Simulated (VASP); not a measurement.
VASP ran on this input.

**POSCAR**
```
TiC
1
    0.0000000000     2.2082939510     2.2082861112
    2.2083128176     0.0000000000     2.2083205787
    2.2082561683     2.2083403418     0.0000000000
Ti C
1 1
Direct
  0.0000000000   0.0000000000   0.0000000000
  0.5000000000   0.5000000000   0.5000000000
```

INCAR:
```
SYSTEM = TiC
PREC = Accurate
ENCUT = 520
EDIFF = 1E-6
NELM = 100
ALGO = Normal
LREAL = .FALSE.
LASPH = .TRUE.
ISMEAR = 1
SIGMA = 0.1
GGA = PE
LMAXMIX = 4
LWAVE = .FALSE.
LCHARG = .FALSE.
ISIF = 2
```

**KPOINTS**
```
Automatic mesh
0
Gamma
11 11 11
0 0 0
```

POTCAR, in this order: Ti_sv C (PBE.64 set). Program: vasp_std.

Output

standard output:
```
 POSCAR found type information on POSCAR TiC
 POSCAR found :  2 types and       2 ions
 Reading from existing POTCAR
 Reading from existing POTCAR

 -----------------------------------------------------------------------------
|                                                                             |
|           W    W    AA    RRRRR   N    N  II  N    N   GGGG   !!!           |
|           W    W   A  A   R    R  NN   N  II  NN   N  G    G  !!!           |
|           W    W  A    A  R    R  N N  N  II  N N  N  G       !!!           |
|           W WW W  AAAAAA  RRRRR   N  N N  II  N  N N  G  GGG   !            |
|           WW  WW  A    A  R   R   N   NN  II  N   NN  G    G                |
|           W    W  A    A  R    R  N    N  II  N    N   GGGG   !!!           |
|                                                                             |
|     Inconsistent Bravais lattice types found for crystalline and            |
|     reciprocal lattice:                                                     |
|                                                                             |
|        Crystalline: rhombohedral (trigonal)                                 |
|        Reciprocal : base-centered monoclinic                                |
|                    (instead of rhombohedral (trigonal))                     |
|                                                                             |
|     In most cases this is due to inaccuracies in the specification of       |
|     the crytalline lattice vectors.                                         |
|                                                                             |
|     Suggested SOLUTIONS:                                                    |
|      ) Refine the lattice parameters of your structure,                     |
|      ) and/or try changing SYMPREC.                                         |
|                                                                             |
 -----------------------------------------------------------------------------

 LDA part: xc-table for (Slater+PW92), standard interpolation

 -----------------------------------------------------------------------------
|                                                                             |
|     EEEEEEE  RRRRRR   RRRRRR   OOOOOOO  RRRRRR      ###     ###     ###     |
|     E        R     R  R     R  O     O  R     R     ###     ###     ###     |
|     E        R     R  R     R  O     O  R     R     ###     ###     ###     |
|     EEEEE    RRRRRR   RRRRRR   O     O  RRRRRR       #       #       #      |
|     E        R   R    R   R    O     O  R   R                               |
|     E        R    R   R    R   O     O  R    R      ###     ###     ###     |
|     EEEEEEE  R     R  R     R  OOOOOOO  R     R     ###     ###     ###     |
|                                                                             |
|     IBZKPT: not all point group operations associated with the symmetry     |
|     operators of the crystalline lattice are members of the point group     |
|     of the reciprocal lattice.                                              |
|                                                                             |
|       ---->  I REFUSE TO CONTINUE WITH THIS SICK JOB ... BYE!!! <----       |
|                                                                             |
 -----------------------------------------------------------------------------
```

Problem. Read input and log: which fault does this run have?
A) ALGO = VeryFast starts from random orbitals with almost no delay (NELMDL = -1)
B) IBRION is misspelt, so VASP ignores the line and takes its default
C) the lattice vectors carry noise near SYMPREC
D) LEPSILON was set for a metal

Solution. C, the lattice vectors carry noise near SYMPREC. VASP stops with an error: IBZKPT: not all point group operations associated with the symmetry operators of the crystalline lattice are members of the point group of the reciprocal lattice. ----> I REFUSE TO CONTINUE WITH THIS SICK JOB ... BYE!!! <----

To mend it, correct POSCAR.
File POSCAR:
```
TiC
1
    0.0000000000     2.2083000000     2.2083000000
    2.2083000000     0.0000000000     2.2083000000
    2.2083000000     2.2083000000     0.0000000000
Ti C
1 1
Direct
  0.0000000000   0.0000000000   0.0000000000
  0.5000000000   0.5000000000   0.5000000000
```
The mended run (PBE GGA, plane waves, VASP's PBE PAW potentials (set 64)) converges, and its OSZICAR ends with
```
   1 F= -.18660988E+02 E0= -.18660931E+02  d E =-.170912E-03
```

The compound is TiC in the rock salt structure. The cell was not relaxed at this level.
